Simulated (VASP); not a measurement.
Data:

```xyz
9
Lattice="4.7649 0.0000 0.0000 -2.3825 4.1265 0.0000 0.0000 0.0000 6.5537" Properties=species:S:1:pos:R:3 pbc="T T T"
Ta     2.3825     0.0000     6.5537
Ta     1.1912     2.0633     2.1846
Ta    -1.1912     2.0633     4.3692
Si     0.0000     1.3142     6.5537
Si     3.6268     0.6571     2.1846
Si     1.2444     3.4695     4.3692
Si     2.3825     2.8124     6.5537
Si    -1.2444     3.4695     2.1846
Si     1.1381     0.6571     4.3692
```

Calculation: PBEsol GGA, VASP's PBE PAW potentials (set 64) (plane waves; VASP 6.6.1). Run with 400 eV cut-off, 10×10×6 Γ-centred mesh, tetrahedra with Blöchl corrections, potentials Ta_pv Si.

Unless said otherwise, spin-orbit coupling is left out, though it shifts the bands of the heavy elements here.

### Question
What does the run give for the energy per atom (σ→0), band gap (on the k-mesh) with the smallest direct gap where there is one?

### Answer

| Quantity | Value |
|---|---|
| band gap (on the k-mesh) | none (metal, semimetal or under 0.01 eV) |
| energy per atom (σ→0) | -8.595 eV/atom |

Only differences to runs with the same potentials and settings are physical.

The structure was generated: TaSi2 was put into the CrSi2 type (P6_222), which need not be its known phase. It was relaxed first. The electron count is odd and the run is not spin-polarised, which forces a metal.
